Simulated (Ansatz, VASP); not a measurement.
AlGa3Sb4 in VASP and in Ansatz

Contents of INCAR:

```
PREC = Accurate ; ENCUT = 520
EDIFF = 1E-6 ; ISMEAR = 0
SIGMA = 0.1 ; LREAL = False
LASPH = True ; NELM = 80
ALGO = Normal ; ISIF = 2
LWAVE = False ; LCHARG = False
GGA = PS ; NBANDS = 41
```

File KPOINTS:

```
regular mesh
0
Gamma
  4 4 4
```

The input POSCAR:

```
AlGa3Sb4
1.0
    0.0000000000     -3.0530000000     -3.0530000000
    3.0530000000      6.1060000000     -3.0530000000
    6.1060000000     -3.0530000000      3.0530000000
Al Ga Sb
1 3 4
Direct
    0.7500000000      0.5000000000      0.2500000000
    0.5000000000      0.0000000000      0.5000000000
    0.2500000000      0.5000000000      0.7500000000
    0.0000000000      0.0000000000      0.0000000000
    0.8125000000      0.6250000000      0.9375000000
    0.5625000000      0.1250000000      0.1875000000
    0.3125000000      0.6250000000      0.4375000000
    0.0625000000      0.1250000000      0.6875000000
```

Input for Ansatz:

```yaml
crystal:
  lattice:
    - [0.0, -3.053, -3.053]
    - [3.053, 6.106, -3.053]
    - [6.106, -3.053, 3.053]
  atoms:
    - { symbol: Al, position: [0.75, 0.5, 0.25] }
    - { symbol: Ga, position: [0.5, 0.0, 0.5] }
    - { symbol: Ga, position: [0.25, 0.5, 0.75] }
    - { symbol: Ga, position: [0.0, 0.0, 0.0] }
    - { symbol: Sb, position: [0.8125, 0.625, 0.9375] }
    - { symbol: Sb, position: [0.5625, 0.125, 0.1875] }
    - { symbol: Sb, position: [0.3125, 0.625, 0.4375] }
    - { symbol: Sb, position: [0.0625, 0.125, 0.6875] }
basis:
  ecutwfc: 420
kpoints:
  mp_grid: { grid: [4, 4, 4] }
hamiltonian:
  xc: pbesol
  pseudopotentials: { kind: paw, azcp: { folder: soft_1 } }
scf:
  occupations: { method: gaussian, width: 0.1 }
output:
  forces: true
  stress: true
  eigenvalues: true
```

The cell comes from a database or a generator and needn't be the stable form of this composition.

Alike in both runs: task single point; functional PBEsol; k mesh 4 × 4 × 4; occupations gaussian, width 0.1 eV; no spin polarisation.

|  | VASP | Ansatz |
| --- | --- | --- |
| version | VASP 6.6.1 | Ansatz 0.2.0 |
| potentials or method | VASP PAW PBE potentials, release 64 (Al, Ga_d, Sb) | scalar-relativistic, plane waves, PAW |
| plane-wave cutoff (eV) | 520 | 420 |
| valence electrons in the cell | 62 | 102 |

VASP gave:

```
gap on the k mesh at the Fermi level (eV)       : 0.26
least direct gap on the mesh (eV)               : 0.26
pressure (GPa)                                  : 0.6
largest component of the traceless stress (GPa) : 0.34
rms of the force components (eV/Å)              : 0.045
```

Q: Estimate Ansatz's values.

A: gap on the k mesh at the Fermi level (eV): 0.26; least direct gap on the mesh (eV): 0.26; pressure (GPa): 0.5; largest component of the traceless stress (GPa): 0.34; rms of the force components (eV/Å): 0.038.

Atom by atom the forces differ by 0.008 eV/Å (rms over components). The two sets of potentials don't hold the same shells in valence. Ansatz warned: «pseudo_functional_mismatch».

Caveats: the PAW data sets were made with another functional, which shifts forces and pressure a little (VASP); spin-orbit coupling is left out, which moves the levels of the heavy elements.
